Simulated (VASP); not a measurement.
```
CELL_PARAMETERS angstrom
      0.00000     2.81573     2.81573
      2.81573     0.00000     2.81573
      2.81573     2.81573     0.00000
ATOMIC_POSITIONS crystal
  Na 0.00000 0.00000 0.00000
  Cl 0.50000 0.50000 0.50000
```

The numbers are results of PBE GGA, VASP's PBE PAW potentials (set 64) (plane waves; VASP), not measurements. Run with 520 eV cut-off, 8×8×8 Γ-centred mesh, Gaussian smearing of 0.050 eV, potentials Na_pv Cl.

Question: Estimate the energy per atom (σ→0), band gap (on the k-mesh) with the smallest direct gap where there is one.

Answer: 
```yaml
band gap (on the k-mesh): 5.13 eV
smallest direct gap (on the k-mesh): 5.13 eV
energy per atom (σ→0): -3387 meV/atom
```

The compound is NaCl in the rock salt structure. This cell is one point of a volume scan, at 0.97 of the reference volume.
